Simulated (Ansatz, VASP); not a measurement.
# Ti3Zn: VASP beside Ansatz

One calculation is typed for both programs; each brings its own data sets and cutoff. How far apart do they land? The structure shown is the end of the VASP relaxation below.

Calculated with Ansatz 0.2.0; plane waves, with VASP 6.6.1 beside it; single point at PBEsol and band structure at PBEsol.

### Step 1. The starting structure

The cell holds 12 atoms: 9 Ti and 3 Zn. Its edges and angles: a = 3.927 Å, b = 3.927 Å, c = 25.479 Å, α = 90.0°, β = 90.0°, γ = 90.0°. It derives from Ti3Zn. The (0 0 1) slab of Ti3Zn, cut from the database cell (so at first; earlier steps may have moved the atoms). Vacuum lies along c.

### Step 2. VASP: relaxation, PBEsol

This run makes the geometry at which the two programs are then compared.

Lines of VASP's logs that name or quote its potential files are left out, and so is its time.

File INCAR:

```
SYSTEM = Ti3Zn
PREC = Normal
ENCUT = 300
EDIFF = 1E-05
NELM = 120
ISMEAR = 1
SIGMA = 0.1
LREAL = .FALSE.
ALGO = Fast
GGA = PS
NBANDS = 78
LORBIT = 11
LWAVE = .FALSE.
LCHARG = .FALSE.
KPAR = 2
IBRION = 2
NSW = 40
ISIF = 2
EDIFFG = -0.03
POTIM = 0.4
MAXMIX = 40
IDIPOL = 3
LDIPOL = .TRUE.
DIPOL = 0.5 0.5 0.5
```

File POSCAR:

```
Ti3Zn
1.0
    3.9266523200      0.0000000000      0.0000000000
    0.0000000000      3.9266523200      0.0000000000
    0.0000000000      0.0000000000     25.4785026500
Ti Zn
9 3
Selective dynamics
Direct
    0.5000000000      0.0000000000      0.2943658100  F F F
    0.0000000000      0.5000000000      0.2943658100  F F F
    0.0000000000      0.0000000000      0.3766194800  F F F
    0.0000000000      0.5000000000      0.4588731600  F F F
    0.5000000000      0.0000000000      0.4588731600  F F F
    0.5000000000      0.5000000000      0.5411268400  T T T
    0.5000000000      0.0000000000      0.6233805200  T T T
    0.0000000000      0.5000000000      0.6233805200  T T T
    0.0000000000      0.0000000000      0.7056341900  T T T
    0.5000000000      0.5000000000      0.3766194800  F F F
    0.0000000000      0.0000000000      0.5411268400  T T T
    0.5000000000      0.5000000000      0.7056341900  T T T
```

File KPOINTS:

```
Automatic mesh
0
Gamma
5 5 1
0 0 0
```

PAW data sets: Ti_pv and Zn (PBE family, release 64).

Launch:

```console
mpirun -np 2 vasp_std
```

Numbers of over 12 decimals in the logs are rounded to 6 here.

Output:

```text
[banner, memory and clock lines left out]
running    2 mpi-ranks, on    1 nodes
 distrk:  each k-point on    1 cores,    2 groups
 distr:  one band on    1 cores,    1 groups

 POSCAR found type information on POSCAR TiZn
 POSCAR found :  2 types and      12 ions
|                                                                             |
|               ----> ADVICE to this user running VASP <----                  |
|                                                                             |
|     You enforced a specific xc type in the INCAR file but a different       |
|     [... a line on the potential file left out ...]
|     I HOPE YOU KNOW WHAT YOU ARE DOING!                                     |
|                                                                             |

 LDA part: xc-table for (Slater+PW92), standard interpolation
 POSCAR, INCAR and KPOINTS ok, starting setup
 FFT: planning ... GRIDC
 FFT: planning ... GRID_SOFT
 FFT: planning ... GRID
 WAVECAR not read
 entering main loop
       N       E                     dE             d eps       ncg     rms          rms(c)
DAV:   1     0.106899866402E+04    0.10690E+04   -0.51487E+04  1016   0.117E+03
DAV:   2    -0.881350566560E+01   -0.10778E+04   -0.10522E+04   936   0.440E+02
DAV:   3    -0.888845293073E+02   -0.80071E+02   -0.76361E+02  1232   0.125E+02
DAV:   4    -0.920397440572E+02   -0.31552E+01   -0.30883E+01  1224   0.226E+01
DAV:   5    -0.921205786981E+02   -0.80835E-01   -0.80559E-01  1304   0.345E+00    0.363E+01
RMM:   6    -0.120146630892E+03   -0.28026E+02   -0.20438E+02  1081   0.436E+01    0.311E+01
RMM:   7    -0.135258179480E+03   -0.15112E+02   -0.47164E+01   956   0.304E+01    0.315E+01
RMM:   8    -0.197014584876E+03   -0.61756E+02   -0.90769E+01  1102   0.310E+01    0.488E+01
RMM:   9    -0.854922357053E+02    0.11152E+03   -0.28038E+01  1021   0.200E+01    0.189E+01
RMM:  10    -0.793334687047E+02    0.61588E+01   -0.68230E+00   952   0.103E+01    0.108E+01
RMM:  11    -0.791432771831E+02    0.19019E+00   -0.43497E+00  1020   0.551E+00    0.100E+01
RMM:  12    -0.773373458698E+02    0.18059E+01   -0.14213E+00   992   0.432E+00    0.533E+00
RMM:  13    -0.770842527082E+02    0.25309E+00   -0.11628E+00  1047   0.300E+00    0.347E+00
RMM:  14    -0.771225679090E+02   -0.38315E-01   -0.11183E+00  1113   0.235E+00    0.363E+00
[...]
RMM:  26    -0.769192172951E+02   -0.78360E-04   -0.12503E-04   804   0.270E-02    0.134E-02
RMM:  27    -0.769193384421E+02   -0.12115E-03   -0.57264E-05   741   0.165E-02    0.173E-02
RMM:  28    -0.769194467793E+02   -0.10834E-03   -0.16428E-05   613   0.102E-02    0.185E-02
RMM:  29    -0.769195591402E+02   -0.11236E-03   -0.13712E-05   574   0.106E-02    0.759E-03
RMM:  30    -0.769196005817E+02   -0.41442E-04   -0.36590E-06   522   0.698E-03    0.407E-03
RMM:  31    -0.769196363145E+02   -0.35733E-04   -0.29627E-06   454   0.602E-03    0.579E-03
RMM:  32    -0.769196615772E+02   -0.25263E-04   -0.40467E-06   479   0.716E-03    0.100E-02
RMM:  33    -0.769196634574E+02   -0.18802E-05   -0.12189E-06   364   0.517E-03
   1 F= -.76919663E+02 E0= -.76914782E+02  d E =-.769197E+02
[... from here on, the cycles between the ionic steps are left out ...]
  10 F= -.77072728E+02 E0= -.77068600E+02  d E =-.933941E-02
  11 F= -.77091494E+02 E0= -.77087686E+02  d E =-.281053E-01
  12 F= -.77087768E+02 E0= -.77084917E+02  d E =-.243793E-01
  13 F= -.77097260E+02 E0= -.77094193E+02  d E =-.338719E-01
  14 F= -.77101226E+02 E0= -.77098289E+02  d E =-.396547E-02
  15 F= -.77101550E+02 E0= -.77098448E+02  d E =-.428965E-02
  16 F= -.77101554E+02 E0= -.77098420E+02  d E =-.429386E-02
 curvature:  -3.19 expect dE=-0.179E-02 dE for cont linesearch -0.548E-05
 trial: gam= 0.19767 g(F)=  0.563E-03 g(S)=  0.000E+00 ort =-0.995E-04 (trialstep = 0.375E+01)
 search vector abs. value=  0.748E-03
 bond charge predicted
       N       E                     dE             d eps       ncg     rms          rms(c)
DAV:   1    -0.770936110602E+02    0.79406E-02   -0.19938E+00   992   0.837E+00    0.439E-01
RMM:   2    -0.770997974674E+02   -0.61864E-02   -0.83150E-02   933   0.164E+00    0.291E-01
RMM:   3    -0.771016485334E+02   -0.18511E-02   -0.17894E-02   953   0.627E-01    0.106E-01
RMM:   4    -0.771020573238E+02   -0.40879E-03   -0.41724E-03  1035   0.280E-01    0.146E-01
RMM:   5    -0.771021722805E+02   -0.11496E-03   -0.86361E-04  1000   0.121E-01    0.861E-02
RMM:   6    -0.771022267937E+02   -0.54513E-04   -0.21845E-04   883   0.500E-02    0.627E-02
RMM:   7    -0.771022570640E+02   -0.30270E-04   -0.47783E-05   696   0.310E-02    0.268E-02
RMM:   8    -0.771022860228E+02   -0.28959E-04   -0.23009E-05   599   0.183E-02    0.253E-02
RMM:   9    -0.771022921894E+02   -0.61666E-05   -0.13028E-05   559   0.159E-02
  17 F= -.77102292E+02 E0= -.77098897E+02  d E =-.737891E-03
 trial-energy change:   -0.000738  1 .order   -0.000717   -0.002036    0.000603
 step:   2.8940(harm=  2.8940)  dis= 0.00548  next Energy=   -77.102340 (dE=-0.786E-03)
 reached required accuracy - stopping structural energy minimisation
```

OUTCAR, selected parts (step 2):

```text
ion  position               nearest neighbor table
   1  0.500  0.000  0.294-   2 2.78   2 2.78   2 2.78   2 2.78  10 2.87  10 2.87   3 2.87   3 2.87

  LATTYP: Found a simple tetragonal cell.
 ALAT       =     3.9266523200
 C/A-ratio  =     6.4886067249

 Subroutine GETGRP returns: Found  8 space group operations
 (whereof  8 operations were pure point group operations)

The static configuration has the point symmetry C_4v.

 Found      6 irreducible k-points:

   k-points           NKPTS =      6   k-points in BZ     NKDIM =      6   number of bands    NBANDS=     78

   dimension x,y,z NGX =    18 NGY =   18 NGZ =  108
   dimension x,y,z NGXF=    36 NGYF=   36 NGZF=  216

   ENCUT  =  300.0 eV  22.05 Ry    4.70 a.u.   5.55  5.55 35.98*2*pi/ulx,y,z

   NELECT =     126.0000    total number of electrons

 k-points in reciprocal lattice and weights: Automatic mesh
   0.00000000  0.00000000  0.00000000       0.040
   0.20000000  0.00000000  0.00000000       0.160
   0.40000000  0.00000000  0.00000000       0.160
   0.20000000  0.20000000  0.00000000       0.160
   0.40000000  0.20000000  0.00000000       0.320
   0.40000000  0.40000000  0.00000000       0.160

 dipolmoment           0.000000      0.000000     -0.043515 electrons x Angstroem

 average (electrostatic) potential at core
       1 -56.0615       2 -56.0615       3 -55.8313       4 -55.7378       5 -55.7378
       6 -55.7966       7 -55.6875       8 -55.6875       9 -56.2186      10 -38.1220
      11 -38.1968      12 -38.1625

 E-fermi :   0.6391

 k-point     1 :       0.0000    0.0000    0.0000
  band No.  band energies     occupation
    ...
     59      -0.0766      2.00000
     60       0.2078      2.00000
     61       0.2078      2.00000
     62       0.3100      2.00003
     63       0.5816      1.81701
     64       0.7549     -0.06944
     65       1.1275     -0.00000
     66       1.2940     -0.00000
     67       1.2940     -0.00000
     68       1.5018     -0.00000
    ...

 k-point     2 :       0.2000    0.0000    0.0000
  band No.  band energies     occupation
    ...
     59       0.0229      2.00000
     60       0.1617      2.00000
     61       0.2348      2.00000
     62       0.3624      2.00065
     63       0.6655      0.56983
     64       0.7484     -0.06466
     65       1.0355     -0.00000
     66       1.1537     -0.00000
     67       1.2403     -0.00000
     68       1.2800     -0.00000
    ...

 k-point     3 :       0.4000    0.0000    0.0000
  band No.  band energies     occupation
    ...
     59       0.1181      2.00000
     60       0.1800      2.00000
     61       0.3292      2.00011
     62       0.4105      2.00572
     63       0.5652      1.94503
     64       0.7236     -0.00149
     65       1.0709     -0.00000
     66       1.1308     -0.00000
     67       1.2934     -0.00000
     68       1.4792     -0.00000
    ...

  Total       -5.8292931     -5.8292931     -3.8092917      0.0000000      0.0000000      0.0000000
  in kB      -23.7742965    -23.7742965    -15.5358854      0.0000000      0.0000000      0.0000000
  external PRESSURE =     -21.0281595 kB  Pullay stress =       0.0000000 kB

  energy-cutoff  :      300.00
  volume of cell :      392.84
      direct lattice vectors                 reciprocal lattice vectors
     3.926652320  0.000000000  0.000000000     0.254669861  0.000000000  0.000000000
     0.000000000  3.926652320  0.000000000     0.000000000  0.254669861  0.000000000
     0.000000000  0.000000000 25.478502650     0.000000000  0.000000000  0.039248774

 POSITION                                       TOTAL-FORCE (eV/Angst)
 -----------------------------------------------------------------------------------
      1.96333      0.00000      7.50000        -0.000000      0.000000      0.662638
      0.00000      1.96333      7.50000         0.000000      0.000000      0.662638
      0.00000      0.00000      9.59570        -0.000000      0.000000     -0.894951
      0.00000      1.96333     11.69140        -0.000000      0.000000     -0.096091
      1.96333      0.00000     11.69140        -0.000000     -0.000000     -0.096091
      1.96333      1.96333     13.67680        -0.000000     -0.000000     -0.017333
      1.96333      0.00000     15.76941        -0.000000      0.000000      0.005765
      0.00000      1.96333     15.76941        -0.000000      0.000000      0.005765
      0.00000      0.00000     17.72409         0.000000      0.000000     -0.016060
      1.96333      1.96333      9.59570        -0.000000      0.000000     -0.242749
      0.00000      0.00000     13.69941        -0.000000      0.000000      0.025988
      1.96333      1.96333     17.63053         0.000000      0.000000      0.000482
 -----------------------------------------------------------------------------------
    total drift:                                0.000000      0.000000      0.011211

  FREE ENERGIE OF THE ION-ELECTRON SYSTEM (eV)
  ---------------------------------------------------
  free  energy   TOTEN  =       -77.1022921894 eV

  energy  without entropy=      -77.0921076410  energy(sigma->0) =      -77.09889734

 reached required accuracy - stopping structural energy minimisation

 vacuum level on the upper side and lower side of the slab         3.977         4.476

 total charge
# of ion       s       p       d       tot
------------------------------------------
    1        0.319   6.133   2.074   8.526
    2        0.319   6.133   2.074   8.526
    3        0.319   6.225   2.052   8.595
    4        0.333   6.220   2.103   8.655
    5        0.333   6.220   2.103   8.655
    6        0.334   6.229   2.091   8.653
    7        0.336   6.236   2.112   8.684
    8        0.336   6.236   2.112   8.684
    9        0.305   6.164   2.019   8.488
   10        0.648   0.591   9.669  10.908
   11        0.659   0.622   9.666  10.946
   12        0.692   0.520   9.681  10.893
--------------------------------------------------
tot          4.933  57.529  47.754 110.216

[... 3 further parts left out ...]
```

(Part 1 of 3 ends here.)

[Lines on the potential files, build, host, timing and source positions are cut from VASP's logs without a mark.]

[Logs are printed without paths, hosts, clocks, repeated set-up lines and the standing remarks that a program may print on its own settings, such as how far it seeks lower states.]

[Hosts, paths, dates, database ids (printed as entryN), source tags and the programs' standing remarks are cut or masked in the printed files.]
